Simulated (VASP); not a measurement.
Input:

```yaml
crystal:
  lattice:
    - [0.00000, 2.94172, 2.94172]
    - [2.94172, 0.00000, 2.94172]
    - [2.94172, 2.94172, 0.00000]
  atoms:
    - { symbol: Rb, position: [0.00000, 0.00000, 0.00000] }
    - { symbol: Cl, position: [0.50000, 0.50000, 0.50000] }
```

Level of theory: LDA (Ceperley-Alder, Perdew-Zunger), VASP's LDA PAW potentials (set 64) (plane waves; VASP 6.6.1). Run with 500 eV cut-off, 8×8×8 Γ-centred mesh, Gaussian smearing of 0.050 eV, potentials Rb_sv Cl.

**Question.** Estimate the energy per atom (σ→0), pressure, band gap (on the k-mesh) with the smallest direct gap where there is one.

**Answer.** 
| Item | Result |
|---|---|
| band gap (on the k-mesh) | 5.24 eV |
| smallest direct gap (on the k-mesh) | 5.24 eV |
| energy per atom (σ→0) | -3.461 eV/atom |
| pressure | 9.98 GPa |

The absolute energy has meaning only against runs of the same code, potentials and settings.

The compound is RbCl in the rock salt structure. It was relaxed first under an external pressure of 10 GPa.
